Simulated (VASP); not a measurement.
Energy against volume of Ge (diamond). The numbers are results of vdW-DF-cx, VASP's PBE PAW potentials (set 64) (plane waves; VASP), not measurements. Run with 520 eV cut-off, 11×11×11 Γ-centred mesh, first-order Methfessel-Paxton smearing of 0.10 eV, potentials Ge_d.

```csv
V (Å³/atom),E (eV/atom)
21.541,-1.29414
22.229,-1.30900
22.916,-1.31370
23.604,-1.30987
```

Fit these four points and predict the energy of the run at 24.291 Å³/atom.

A cubic in V^(−2/3), the third-order Birch-Murnaghan form, passes through the four points with V0 = 22.93 Å³/atom and B0 = 66 GPa, and gives -1.2989 eV/atom there. The run gave -1.2988 eV/atom, +0.0 meV/atom from the fit; all five points give B0 = 66 GPa.

The compound is Ge in the diamond structure. It was relaxed first.
